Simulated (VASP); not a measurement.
Here is the system:

```
CELL_PARAMETERS angstrom
      0.00000     2.75910     2.75910
      2.75910     0.00000     2.75910
      2.75910     2.75910     0.00000
ATOMIC_POSITIONS crystal
  Si 0.25000 0.25000 0.25000
  Si 0.75000 0.75000 0.75000
  Ni 0.00000 0.00000 0.00000
```

These are PBE GGA + U (Dudarev), VASP's PBE PAW potentials (set 64) (plane waves; VASP) values and carry that method's errors. Run with 400 eV cut-off, 9×9×9 Γ-centred mesh, first-order Methfessel-Paxton smearing of 0.10 eV, potentials Si Ni, U − J: Ni 4.00 eV.

Problem. Give the stress tensor in GPa (positive for a compressed cell).

Solution. 
```
-8.37   0.00   0.00
 0.00  -8.37   0.00
 0.00   0.00  -8.37
```
The pressure is its mean diagonal, -8.37 GPa.

The compound is NiSi2 in the fluorite structure. The cell was not relaxed at this level. The run is one of a series of settings (LDAU = .TRUE., LDAUJ = 0 0, LDAUL = -1 2, LDAUTYPE = 2, LDAUU = 0 4.0 against the base run), some of them coarse on purpose. The run is not spin-polarised, so no magnetic state was tried.
